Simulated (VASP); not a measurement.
GaN: band gap against strain

GaN (wurtzite, P6_3mc, 11.115 Å³/atom and stress up to 0.24 GPa in the relaxed cell, c along z) under an equal strain ε along all three axes. LDA in VASP (plane waves, PAW), 600 eV, 12×12×6 Γ-centred mesh, Gaussian smearing 0.05 eV; ions are relaxed, or left where forces stay under 0.02 eV/Å, within the symmetry of each cell. Gaps are the smallest on the run's k-mesh, which can miss an edge that lies off it, without spin-orbit coupling; in all rows the valence edge lies at Γ and the conduction edge at Γ.

Here s stands for strain and Eg for gap.

```csv
strain (%),gap (eV)
-3.00,?
-1.50,2.417
-1.00,2.315
-0.50,2.213
0.00,2.113
```

Fit Eg of the 4 rows that show it with a straight line. Means: s -0.75000, Eg 2.2645. About the means, the sum of products is -0.25350 and the sum of squares of s is 1.2500; the slope is their ratio. Least squares gives Eg = 2.1124 - 0.20280·s. Residuals (row less fit): 0.0004, -0.0002, -0.0008, 0.0006; standard error 0.0008 (degrees of freedom: 2). Over these rows the gap moves by -20.28 ± 0.07 eV per unit strain, or -6.8 eV per unit of ln V.

Task: What does the fit predict for Eg at s = -3.00, and how far is the calculated value from it?

Result: Eg = 2.1124 - 0.20280 × (-3.0) = 2.7208 eV. The calculation gives 2.726 eV, 0.0052 eV above the prediction (0.8 % of the range of Eg in the table). The row lies outside the fitted rows, so this is an extrapolation. From the scatter of the fitted rows alone, a prediction at this place has a standard error of 0.0018 eV, so the miss is 2.9 times that.

A polynomial of degree 2 through the 6 other runs of the series gives 2.727 there, so most of the miss is curvature that the fit leaves out. Other structures, which can take over under pressure, weren't tried. Rows are the converged runs of the series near zero and its far end; series whose fitted rows scatter by over a few per cent of the range, as at a crossing or softening among them, aren't shown in this form, nor equations of state whose B0' disagrees with the runs' pressures. Most that stay on the fit to the last digits aren't either.
